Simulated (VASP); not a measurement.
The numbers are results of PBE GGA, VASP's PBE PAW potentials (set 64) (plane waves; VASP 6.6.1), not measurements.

VASP ran on this input.

### POSCAR
```
PtS2
1
    3.5847207612    -0.0000000000    -0.0000000000
   -1.7923603806     3.1044592535    -0.0000000000
    0.0000000000     0.0000000000     5.5807360008
Pt S
1 2
Direct
  0.0000000000   0.0000000000   0.0000000000
  0.6666670000   0.3333330000   0.7817255480
  0.3333330000   0.6666670000   0.2182744520
```

File KPOINTS:
```
Automatic mesh
0
Gamma
7 7 4
0 0 0
```

### INCAR
```
NSW = 60
SIGMA = 0.05   # width (eV)
NELM = 100   # most electronic steps
LASPH = .True.
ALGO = Normal
SYSTEM = PtS2
EDIFFG = -0.02
ISMEAR = 0   # Gaussian
LCHARG = .False.
ENCUT = 480   # plane-wave cut-off (eV)
ISIF = 3   # ions, shape and volume
GGA = PE
IBRION = 2   # conjugate gradients
LMAXMIX = 6   # l cut-off of mixed one-centre charges
LREAL = .False.
PREC = Accurate
EDIFF = 1E-6   # SCF stop (eV)
LWAVE = .False.
```

POTCAR, in this order: Pt S (PBE.64 set). Program: vasp_std.

The run wrote:

### OUTCAR
```
 ion  position               nearest neighbor table
   1  0.000  0.000  0.000-   2 2.40   3 2.40   2 2.40   3 2.40   2 2.40   3 2.40
   2  0.667  0.333  0.782-   1 2.40   1 2.40   1 2.40
   3  0.333  0.667  0.218-   1 2.40   1 2.40   1 2.40
  LATTYP: Found a hexagonal cell.
 ALAT       =     3.5847207612
 C/A-ratio  =     1.5568119172
 Subroutine PRICEL returns:
 Original cell was already a primitive cell.
 Subroutine GETGRP returns: Found 12 space group operations
The static configuration has the point symmetry D_3d.
The dynamic configuration has the point symmetry D_3d.
 Subroutine INISYM returns: Found 12 space group operations
 Subroutine IBZKPT returns following result:
 Found     28 irreducible k-points:

 Following reciprocal coordinates:
            Coordinates               Weight
  0.000000  0.000000  0.000000      1.000000
  0.142857 -0.000000  0.000000      6.000000
  0.285714  0.000000  0.000000      6.000000
  0.428571  0.000000  0.000000      6.000000
  0.142857  0.142857  0.000000      6.000000
  0.285714  0.142857  0.000000     12.000000
  0.428571  0.142857  0.000000      6.000000
  0.285714  0.285714  0.000000      6.000000
  0.000000  0.000000  0.250000      2.000000
  0.142857 -0.000000  0.250000      6.000000
  0.000000  0.142857  0.250000      6.000000
  0.285714  0.000000  0.250000      6.000000
  0.000000  0.285714  0.250000      6.000000
  0.428571  0.000000  0.250000      6.000000
  0.000000  0.428571  0.250000      6.000000
  0.142857  0.142857  0.250000     12.000000
  0.285714  0.142857  0.250000     12.000000
 -0.142857  0.428571  0.250000     12.000000
  0.428571  0.142857  0.250000     12.000000
  0.285714  0.285714  0.250000     12.000000
  0.000000  0.000000  0.500000      1.000000
  0.142857 -0.000000  0.500000      6.000000
...
```

OSZICAR:
```
...
       N       E                     dE             d eps       ncg     rms          rms(c)
DAV:   1    -0.154822191498E+02   -0.19245E-01   -0.88664E-01   840   0.690E+00    0.110E+00
DAV:   2    -0.154667672385E+02    0.15452E-01   -0.95052E-02   945   0.332E+00    0.568E-01
DAV:   3    -0.154640219642E+02    0.27453E-02   -0.46973E-03  1064   0.768E-01    0.250E-01
DAV:   4    -0.154629824654E+02    0.10395E-02   -0.78449E-03  1001   0.490E-01    0.126E-01
DAV:   5    -0.154629459554E+02    0.36510E-04   -0.41531E-04  1008   0.150E-01    0.812E-02
DAV:   6    -0.154629555771E+02   -0.96218E-05   -0.58290E-05  1022   0.787E-02    0.476E-02
DAV:   7    -0.154629521509E+02    0.34262E-05   -0.42508E-05   917   0.563E-02    0.224E-02
DAV:   8    -0.154629528391E+02   -0.68818E-06   -0.42076E-06  1099   0.190E-02
  15 F= -.15462953E+02 E0= -.15462953E+02  d E =-.646819E-02
       N       E                     dE             d eps       ncg     rms          rms(c)
DAV:   1    -0.155371651483E+02   -0.74213E-01   -0.34865E+00   840   0.137E+01    0.223E+00
DAV:   2    -0.154776509131E+02    0.59514E-01   -0.37244E-01   945   0.656E+00    0.115E+00
DAV:   3    -0.154668744072E+02    0.10777E-01   -0.18718E-02  1064   0.152E+00    0.514E-01
DAV:   4    -0.154625297615E+02    0.43446E-02   -0.32061E-02   980   0.986E-01    0.254E-01
DAV:   5    -0.154623963644E+02    0.13340E-03   -0.16888E-03  1008   0.302E-01    0.163E-01
DAV:   6    -0.154624359736E+02   -0.39609E-04   -0.23152E-04  1043   0.156E-01    0.922E-02
DAV:   7    -0.154624372363E+02   -0.12627E-05   -0.15842E-04   889   0.107E-01    0.428E-02
DAV:   8    -0.154624409568E+02   -0.37205E-05   -0.15793E-05  1127   0.365E-02    0.279E-02
DAV:   9    -0.154624428156E+02   -0.18588E-05   -0.27410E-06   778   0.111E-02    0.714E-03
DAV:  10    -0.154624435612E+02   -0.74566E-06   -0.14859E-06   724   0.111E-02
  16 F= -.15462444E+02 E0= -.15462444E+02  d E =-.595891E-02
       N       E                     dE             d eps       ncg     rms          rms(c)
DAV:   1    -0.154864527255E+02   -0.24010E-01   -0.10854E+00   840   0.755E+00    0.116E+00
DAV:   2    -0.154672456683E+02    0.19207E-01   -0.11684E-01   931   0.364E+00    0.596E-01
DAV:   3    -0.154639185343E+02    0.33271E-02   -0.56498E-03  1050   0.842E-01    0.255E-01
DAV:   4    -0.154627546970E+02    0.11638E-02   -0.85097E-03  1015   0.514E-01    0.135E-01
DAV:   5    -0.154627441283E+02    0.10569E-04   -0.43619E-04  1001   0.157E-01    0.868E-02
DAV:   6    -0.154627567408E+02   -0.12612E-04   -0.65217E-05  1071   0.838E-02    0.495E-02
DAV:   7    -0.154627689333E+02   -0.12192E-04   -0.41149E-05   868   0.597E-02    0.221E-02
DAV:   8    -0.154627690305E+02   -0.97250E-07   -0.42196E-06  1105   0.212E-02
  17 F= -.15462769E+02 E0= -.15462769E+02  d E =-.628438E-02
       N       E                     dE             d eps       ncg     rms          rms(c)
DAV:   1    -0.154671781544E+02   -0.44092E-02   -0.19645E-01   840   0.322E+00    0.502E-01
DAV:   2    -0.154636714508E+02    0.35067E-02   -0.21203E-02   931   0.156E+00    0.257E-01
DAV:   3    -0.154630640488E+02    0.60740E-03   -0.10316E-03  1064   0.361E-01    0.111E-01
DAV:   4    -0.154628497024E+02    0.21435E-03   -0.16163E-03  1022   0.223E-01    0.579E-02
DAV:   5    -0.154628477946E+02    0.19078E-05   -0.83896E-05   994   0.684E-02    0.374E-02
DAV:   6    -0.154628516623E+02   -0.38677E-05   -0.12517E-05  1029   0.366E-02    0.218E-02
DAV:   7    -0.154628555227E+02   -0.38604E-05   -0.87352E-06   889   0.269E-02    0.102E-02
DAV:   8    -0.154628556159E+02   -0.93150E-07   -0.82747E-07   770   0.927E-03
  18 F= -.15462856E+02 E0= -.15462856E+02  d E =-.637097E-02
       N       E                     dE             d eps       ncg     rms          rms(c)
DAV:   1    -0.154647807775E+02   -0.19253E-02   -0.14646E-01   840   0.251E+00    0.368E-01
DAV:   2    -0.154637029045E+02    0.10779E-02   -0.10122E-02   994   0.991E-01    0.152E-01
DAV:   3    -0.154634487392E+02    0.25417E-03   -0.48443E-04  1128   0.233E-01    0.683E-02
DAV:   4    -0.154633457598E+02    0.10298E-03   -0.56458E-04  1008   0.139E-01    0.398E-02
DAV:   5    -0.154633509085E+02   -0.51487E-05   -0.35577E-05  1022   0.424E-02    0.189E-02
DAV:   6    -0.154633515916E+02   -0.68307E-06   -0.55680E-06  1085   0.207E-02
  19 F= -.15463352E+02 E0= -.15463352E+02  d E =-.495976E-03
       N       E                     dE             d eps       ncg     rms          rms(c)
DAV:   1    -0.154701648765E+02   -0.68140E-02   -0.65786E-01   840   0.531E+00    0.764E-01
DAV:   2    -0.154652842508E+02    0.48806E-02   -0.45630E-02  1001   0.210E+00    0.321E-01
DAV:   3    -0.154641367036E+02    0.11475E-02   -0.22095E-03  1107   0.497E-01    0.144E-01
DAV:   4    -0.154636861792E+02    0.45052E-03   -0.24587E-03  1008   0.292E-01    0.840E-02
DAV:   5    -0.154637055507E+02   -0.19371E-04   -0.15487E-04  1022   0.883E-02    0.401E-02
DAV:   6    -0.154637071599E+02   -0.16093E-05   -0.22423E-05  1103   0.418E-02    0.244E-02
DAV:   7    -0.154637133737E+02   -0.62137E-05   -0.88393E-06   875   0.259E-02    0.492E-03
DAV:   8    -0.154637132009E+02    0.17273E-06   -0.15248E-06   833   0.121E-02
  20 F= -.15463713E+02 E0= -.15463713E+02  d E =-.857585E-03
       N       E                     dE             d eps       ncg     rms          rms(c)
DAV:   1    -0.154637341167E+02   -0.20743E-04   -0.18465E-03   840   0.282E-01    0.414E-02
DAV:   2    -0.154637222583E+02    0.11858E-04   -0.12701E-04  1043   0.111E-01    0.178E-02
DAV:   3    -0.154637191260E+02    0.31323E-05   -0.59785E-06  1113   0.257E-02    0.813E-03
DAV:   4    -0.154637178288E+02    0.12972E-05   -0.71380E-06  1001   0.157E-02    0.462E-03
DAV:   5    -0.154637176769E+02    0.15194E-06   -0.42173E-07   546   0.469E-03
  21 F= -.15463718E+02 E0= -.15463718E+02  d E =-.862061E-03
       N       E                     dE             d eps       ncg     rms          rms(c)
DAV:   1    -0.154646801771E+02   -0.96235E-03   -0.10635E-01   840   0.215E+00    0.322E-01
DAV:   2    -0.154639250530E+02    0.75512E-03   -0.73537E-03  1008   0.847E-01    0.133E-01
DAV:   3    -0.154637401145E+02    0.18494E-03   -0.35019E-04  1114   0.199E-01    0.597E-02
DAV:   4    -0.154636626678E+02    0.77447E-04   -0.42747E-04  1008   0.121E-01    0.348E-02
DAV:   5    -0.154636638017E+02   -0.11338E-05   -0.26282E-05  1001   0.362E-02    0.161E-02
DAV:   6    -0.154636634148E+02    0.38686E-06   -0.48732E-06  1078   0.189E-02
  22 F= -.15463663E+02 E0= -.15463663E+02  d E =-.807799E-03
       N       E                     dE             d eps       ncg     rms          rms(c)
DAV:   1    -0.154645021474E+02   -0.83835E-03   -0.80440E-02   840   0.186E+00    0.275E-01
DAV:   2    -0.154639104987E+02    0.59165E-03   -0.56063E-03  1022   0.740E-01    0.113E-01
DAV:   3    -0.154637700231E+02    0.14048E-03   -0.26856E-04  1100   0.174E-01    0.497E-02
DAV:   4    -0.154637140294E+02    0.55994E-04   -0.30585E-04  1001   0.103E-01    0.294E-02
DAV:   5    -0.154637170277E+02   -0.29983E-05   -0.18841E-05  1015   0.307E-02    0.140E-02
DAV:   6    -0.154637174940E+02   -0.46630E-06   -0.29955E-06  1057   0.150E-02
  23 F= -.15463717E+02 E0= -.15463717E+02  d E =-.861878E-03
       N       E                     dE             d eps       ncg     rms          rms(c)
DAV:   1    -0.154639509640E+02   -0.23394E-03   -0.97359E-03   840   0.721E-01    0.110E-01
DAV:   2    -0.154637896075E+02    0.16136E-03   -0.10610E-03   945   0.346E-01    0.604E-02
DAV:   3    -0.154637619698E+02    0.27638E-04   -0.49514E-05  1043   0.787E-02    0.261E-02
DAV:   4    -0.154637531187E+02    0.88511E-05   -0.76394E-05  1015   0.482E-02    0.130E-02
DAV:   5    -0.154637533352E+02   -0.21652E-06   -0.32951E-06  1015   0.130E-02
  24 F= -.15463753E+02 E0= -.15463753E+02  d E =-.358412E-04
```

**OUTCAR**
```
------------------------ aborting loop because EDIFF is reached ----------------------------------------
  FORCE on cell =-STRESS in cart. coord.  units (eV):
  Direction    XX          YY          ZZ          XY          YZ          ZX
  --------------------------------------------------------------------------------------
  Total       -0.0509016     -0.0509016      0.0015786      0.0000000      0.0000000      0.0000000
  in kB       -1.1544010     -1.1544010      0.0358021      0.0000000      0.0000000      0.0000000
  external PRESSURE =      -0.7576666 kB  Pullay stress =       0.0000000 kB
  volume of cell :       70.65
      direct lattice vectors                 reciprocal lattice vectors
     3.575251992 -0.000000000  0.000000000     0.279700564  0.161485196 -0.000000000
    -1.787625996  3.096259059  0.000000000     0.000000000  0.322970391 -0.000000000
     0.000000000  0.000000000  6.381778104    -0.000000000 -0.000000000  0.156696141
 POSITION                                       TOTAL-FORCE (eV/Angst)
 -----------------------------------------------------------------------------------
     -1.78763      3.09626      0.00000         0.000000     -0.000000      0.000000
      1.78763      1.03209      5.15702        -0.000000     -0.000000     -0.004910
     -0.00000      2.06417      1.22476         0.000000      0.000000      0.004910
 -----------------------------------------------------------------------------------
    total drift:                               -0.000000      0.000000      0.000000
  FREE ENERGIE OF THE ION-ELECTRON SYSTEM (eV)
  ---------------------------------------------------
  free  energy   TOTEN  =       -15.4637533352 eV

  energy  without entropy=      -15.4637533352  energy(sigma->0) =      -15.46375334

 reached required accuracy - stopping structural energy minimisation
```
(Selected blocks of OUTCAR.)

### CONTCAR
```
PtS2
   1.00000000000000
     3.5752519920720696   -0.0000000000000000    0.0000000000000000
    -1.7876259960360348    3.0962590588161332    0.0000000000000004
     0.0000000000000002    0.0000000000000005    6.3817781037097792
  Pt              S
     1     2
Direct
     0.0000000000000000    1.0000000000000000    0.0000000000000000
     0.6666669999999968    0.3333330000000032    0.8080844540678315
     0.3333330000000032    0.6666669999999968    0.1919155459321685
```

Energy and stress use the plane-wave basis of the starting cell. Without a dispersion term in the relaxation, distances and binding between the weakly bound layers, chains or molecules are unreliable, and so is what depends on them.

The structure comes from a computed database's PtS2 entry (P-3m1); how it stands against other phases isn't given here. This run relaxes it. Symmetry was kept, so distortions that lower it aren't found. The start is the result of an earlier pass.
